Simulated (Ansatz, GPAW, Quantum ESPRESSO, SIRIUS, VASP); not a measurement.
## BiTe: 5 runs at one level of theory

```
CELL_PARAMETERS angstrom
0.00000 3.23500 3.23500
3.23500 0.00000 3.23500
3.23500 3.23500 0.00000
ATOMIC_POSITIONS crystal
Bi 0.00000 0.00000 0.00000
Te 0.50000 0.50000 0.50000
```

Alike in all runs: task single point; functional PBEsol; k mesh 7 × 7 × 7; occupations fermi-dirac, width 0.05 eV; no spin polarisation; no spin-orbit coupling. Pressure is positive in compression and, in plane waves, holds the error of the finite cutoff.

```json
{"program and potentials": "Ansatz, all-electron LAPW, scalar-relativistic", "plane-wave cutoff (eV)": "-", "notes": "-", "pressure (GPa)": "-1.53"}
{"program and potentials": "Quantum ESPRESSO, PseudoDojo 0.4.1 SR PBEsol standard", "plane-wave cutoff (eV)": "1088", "notes": "15.5 valence electrons an atom on average", "pressure (GPa)": "-1.50"}
{"program and potentials": "VASP, PBE PAW files Bi_d, Te, 520 eV", "plane-wave cutoff (eV)": "520", "notes": "potentials made for PBE; 10.5 valence electrons an atom on average", "pressure (GPa)": "-1.57"}
{"program and potentials": "GPAW, PAW data sets generated for this functional", "plane-wave cutoff (eV)": "600", "notes": "10.5 valence electrons an atom on average", "pressure (GPa)": "-1.76"}
{"program and potentials": "SIRIUS, PseudoDojo 0.4.1 PBEsol standard (scalar relativistic)", "plane-wave cutoff (eV)": "1102", "notes": "15.5 valence electrons an atom on average", "pressure (GPa)": "-1.50"}
```

The pressure spans -1.76 (GPAW, PAW data sets generated for this functional) to -1.50 GPa (SIRIUS, PseudoDojo 0.4.1 PBEsol standard (scalar relativistic)), with all-electron results at -1.53.

Differences between rows come from potentials, basis sets and numerical settings, since the functional is the same but for its coding. Runs on potential files found faulty are left out.

All five runs put the rocksalt cell under slight tension, so at this level of theory it would contract from the given lattice constant. BiTe has one valence electron more per formula unit than a closed-shell rocksalt telluride such as PbTe, and this electron enters p states of antibonding character, which weakens the bonds and favours a metal.

The two PseudoDojo runs agree at -1.50 GPa, which checks the codes more than the potentials; the all-electron value of -1.53 GPa is the independent test. GPAW lies furthest from it, at -1.76 GPa, possibly through its data sets or residual basis-set stress. Valence count alone doesn't account for this, as VASP treats equally many electrons and gives -1.57 GPa. Tension under uniform scaling says nothing about whether the cubic structure resists distortion or decomposition into other bismuth tellurides.
